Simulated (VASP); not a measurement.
Computed with TPSS meta-GGA, VASP's PBE PAW potentials (set 64) (plane waves; VASP 6.6.1).

The input files of a VASP run:

KPOINTS:
```
K-points
0
G
  6 6 6
```

### KPOINTS_OPT
```
k-points along high-symmetry lines
10
Line-mode
Reciprocal
  0.000000   0.000000   0.000000 ! GAMMA
  0.000000   0.500000   0.000000 ! X

  0.000000   0.500000   0.000000 ! X
  0.500000   0.500000   0.000000 ! M

  0.500000   0.500000   0.000000 ! M
  0.000000   0.000000   0.000000 ! GAMMA

  0.000000   0.000000   0.000000 ! GAMMA
  0.500000   0.500000   0.500000 ! R

  0.500000   0.500000   0.500000 ! R
  0.000000   0.500000   0.000000 ! X

  0.500000   0.500000   0.500000 ! R
  0.500000   0.500000   0.000000 ! M
```

INCAR:
```
LEFG=.TRUE.
EDIFF=1E-7   ! SCF stop (eV)
ISIF=2
NEDOS=601   ! DOS grid
LASPH=.TRUE.
PREC=Accurate
NELM=100   ! most electronic steps
ALGO=Normal
ENCUT=520   ! plane-wave cut-off (eV)
ISMEAR=-5
SYSTEM=BaHfO3
LWAVE=.FALSE.
LCHARG=.FALSE.
LREAL=.FALSE.   ! projection in real space or not
LORBIT=11   ! lm-projected
LMAXMIX=6   ! l cut-off of mixed one-centre charges
LMIXTAU=.TRUE.
METAGGA=TPSS
```

File POSCAR:
```
BaHfO3
1
    4.1852210006     0.0000000000     0.0000000000
    0.0000000000     4.1852210006     0.0000000000
    0.0000000000     0.0000000000     4.1852210006
Ba Hf O
1 1 3
Direct
  0.0000000000   0.0000000000   0.0000000000
  0.5000000000   0.5000000000   0.5000000000
  0.5000000000   0.0000000000   0.5000000000
  0.0000000000   0.5000000000   0.5000000000
  0.5000000000   0.5000000000   0.0000000000
```

POTCAR, in this order: Ba_sv Hf_pv O (PBE.64 set). Program: vasp_std.

The run wrote:

### OUTCAR
```
 ion  position               nearest neighbor table
   1  0.000  0.000  0.000-   3 2.96   4 2.96   5 2.96   3 2.96   4 2.96   4 2.96   5 2.96   4 2.96
                             3 2.96   5 2.96   3 2.96   5 2.96   2 3.62   2 3.62   2 3.62   2 3.62
   2  0.500  0.500  0.500-   3 2.09   4 2.09   5 2.09   5 2.09   3 2.09   4 2.09   1 3.62   1 3.62
                             1 3.62   1 3.62   1 3.62   1 3.62   1 3.62   1 3.62
   3  0.500  0.000  0.500-   2 2.09   2 2.09   1 2.96   1 2.96   1 2.96   1 2.96
   4  0.000  0.500  0.500-   2 2.09   2 2.09   1 2.96   1 2.96   1 2.96   1 2.96
   5  0.500  0.500  0.000-   2 2.09   2 2.09   1 2.96   1 2.96   1 2.96   1 2.96
  LATTYP: Found a simple cubic cell.
 ALAT       =     4.1852210006
 Subroutine PRICEL returns:
 Original cell was already a primitive cell.
 Subroutine GETGRP returns: Found 48 space group operations
The static configuration has the point symmetry O_h .
The dynamic configuration has the point symmetry O_h .
 Subroutine INISYM returns: Found 48 space group operations
 Subroutine IBZKPT returns following result:
 Found     20 irreducible k-points:

 Following reciprocal coordinates:
            Coordinates               Weight
  0.000000  0.000000  0.000000      1.000000
  0.166667  0.000000  0.000000      6.000000
  0.333333  0.000000  0.000000      6.000000
  0.500000  0.000000  0.000000      3.000000
...
```

### OSZICAR
```
       N       E                     dE             d eps       ncg     rms          rms(c)
DAV:   1     0.348780845952E+03    0.34878E+03   -0.21748E+04   920   0.175E+03
DAV:   2     0.112629722385E+02   -0.33752E+03   -0.33212E+03  1286   0.512E+02
DAV:   3    -0.136861700126E+02   -0.24949E+02   -0.24864E+02  1227   0.124E+02
DAV:   4    -0.142996646648E+02   -0.61349E+00   -0.61265E+00  1351   0.229E+01
DAV:   5    -0.143160743172E+02   -0.16410E-01   -0.16406E-01  1338   0.297E+00    0.762E+01
DAV:   6    -0.640862052740E+02   -0.49770E+02   -0.21477E+02   920   0.154E+02    0.323E+01
DAV:   7    -0.595588335774E+02    0.45274E+01   -0.31549E+01  1200   0.387E+01    0.325E+01
DAV:   8    -0.619132921032E+02   -0.23545E+01   -0.15660E+01  1105   0.206E+01    0.258E+01
DAV:   9    -0.638952749477E+02   -0.19820E+01   -0.72064E+01   997   0.430E+01    0.258E+01
DAV:  10    -0.598188609309E+02    0.40764E+01   -0.14257E+01   983   0.227E+01    0.705E+00
DAV:  11    -0.599434264735E+02   -0.12457E+00   -0.66216E-01  1306   0.543E+00    0.105E+00
DAV:  12    -0.599466673589E+02   -0.32409E-02   -0.53337E-03  1179   0.535E-01    0.101E+00
DAV:  13    -0.599652725603E+02   -0.18605E-01   -0.39173E-03  1144   0.611E-01    0.102E+00
DAV:  14    -0.599649622507E+02    0.31031E-03   -0.59978E-05  1256   0.675E-02    0.102E+00
DAV:  15    -0.599701563602E+02   -0.51941E-02   -0.54595E-02  1165   0.162E+00    0.218E+00
DAV:  16    -0.599713218678E+02   -0.11655E-02   -0.14011E-02  1175   0.734E-01    0.184E+00
DAV:  17    -0.599648096626E+02    0.65122E-02   -0.13659E-02  1017   0.901E-01    0.663E-01
DAV:  18    -0.599671930349E+02   -0.23834E-02   -0.31894E-03  1428   0.429E-01    0.294E-01
DAV:  19    -0.599670601740E+02    0.13286E-03   -0.25917E-03  1088   0.346E-01    0.202E-01
DAV:  20    -0.599671830627E+02   -0.12289E-03   -0.35170E-04  1193   0.152E-01    0.139E-01
DAV:  21    -0.599671551368E+02    0.27926E-04   -0.18917E-04  1345   0.882E-02    0.193E-01
DAV:  22    -0.599672038243E+02   -0.48687E-04   -0.36370E-05  1151   0.477E-02    0.125E-01
DAV:  23    -0.599672105604E+02   -0.67362E-05   -0.13391E-05  1166   0.332E-02    0.707E-02
DAV:  24    -0.599672129975E+02   -0.24371E-05   -0.94876E-06  1088   0.241E-02    0.251E-02
DAV:  25    -0.599672140889E+02   -0.10914E-05   -0.20119E-06  1198   0.896E-03    0.750E-03
DAV:  26    -0.599672145289E+02   -0.44003E-06   -0.97966E-07  1252   0.598E-03    0.314E-03
DAV:  27    -0.599672147127E+02   -0.18380E-06   -0.12871E-07   775   0.341E-03    0.359E-03
DAV:  28    -0.599672146342E+02    0.78525E-07   -0.37417E-08   684   0.214E-03
   1 F= -.59967215E+02 E0= -.59967215E+02  d E =0.000000E+00
       N       E                     dE             ncg
       N       E                     dE             ncg
       N       E                     dE             ncg
```

File OUTCAR:
```
------------------------ aborting loop because EDIFF is reached ----------------------------------------
  FORCE on cell =-STRESS in cart. coord.  units (eV):
  Direction    XX          YY          ZZ          XY          YZ          ZX
  --------------------------------------------------------------------------------------
  Total       -0.0087526     -0.0087526     -0.0087526     -0.0000000     -0.0000000     -0.0000000
  in kB       -0.1912895     -0.1912895     -0.1912895     -0.0000000     -0.0000000     -0.0000000
  external PRESSURE =      -0.1912895 kB  Pullay stress =       0.0000000 kB
  volume of cell :       73.31
      direct lattice vectors                 reciprocal lattice vectors
     4.185221001  0.000000000  0.000000000     0.238936008  0.000000000  0.000000000
     0.000000000  4.185221001  0.000000000     0.000000000  0.238936008  0.000000000
     0.000000000  0.000000000  4.185221001     0.000000000  0.000000000  0.238936008
 POSITION                                       TOTAL-FORCE (eV/Angst)
 -----------------------------------------------------------------------------------
      0.00000      0.00000      0.00000         0.000000      0.000000      0.000000
      2.09261      2.09261      2.09261         0.000000      0.000000      0.000000
      2.09261      0.00000      2.09261         0.000000      0.000000      0.000000
      0.00000      2.09261      2.09261         0.000000      0.000000      0.000000
      2.09261      2.09261      0.00000         0.000000      0.000000      0.000000
 -----------------------------------------------------------------------------------
    total drift:                                0.000000     -0.000000     -0.000000
  FREE ENERGIE OF THE ION-ELECTRON SYSTEM (eV)
  ---------------------------------------------------
  free  energy   TOTEN  =       -59.9672146342 eV

  energy  without entropy=      -59.9672146342  energy(sigma->0) =      -59.96721463

 total charge

# of ion       s       p       d       tot
------------------------------------------
    1        1.996   5.633   0.267   7.895
    2        0.326   6.689   1.477   8.492
    3        1.541   3.482   0.000   5.023
    4        1.541   3.482   0.000   5.023
    5        1.541   3.482   0.000   5.023
--------------------------------------------------
tot          6.943  22.769   1.744  31.456

 Electric field gradients after diagonalization (V/A^2)
 (convention: |V_zz| > |V_xx| > |V_yy|)
----------------------------------------------------------------------
 ion       V_xx      V_yy      V_zz     asymmetry (V_yy - V_xx)/ V_zz
----------------------------------------------------------------------
   1       0.000    -0.000     0.000      -0.992
   2      -0.000    -0.000     0.000       0.479
   3       5.286     5.286   -10.571       0.000
   4       5.286     5.286   -10.571       0.000
   5       5.286     5.286   -10.571       0.000
```
(Selected blocks of OUTCAR.)

The compound is BaHfO3 in the cubic perovskite structure. It was relaxed first.
